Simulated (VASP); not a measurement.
Energy against volume of Be (hcp). Computed with LDA (Ceperley-Alder, Perdew-Zunger), VASP's LDA PAW potentials (set 64) (plane waves; VASP). Numerical set-up: 520 eV cut-off, 19×19×10 Γ-centred mesh, first-order Methfessel-Paxton smearing of 0.10 eV, potentials Be.

Shape and ions are relaxed at each volume.

```
V (Å³/atom)  E (eV/atom)
-----------  -----------
7.350           -4.20929
7.578           -4.21204
7.805           -4.20922
8.032           -4.20151
```

Question: Fit these four points and predict the energy of the run at 7.123 Å³/atom.

Answer: A cubic in V^(−2/3), the third-order Birch-Murnaghan form, passes through the four points with V0 = 7.57 Å³/atom and B0 = 131 GPa, and gives -4.2003 eV/atom there. The run gave -4.2002 eV/atom, +0.1 meV/atom from the fit; all five points give B0 = 131 GPa.

The compound is Be in the hcp structure. It was relaxed first, which changed the volume by -7 %.
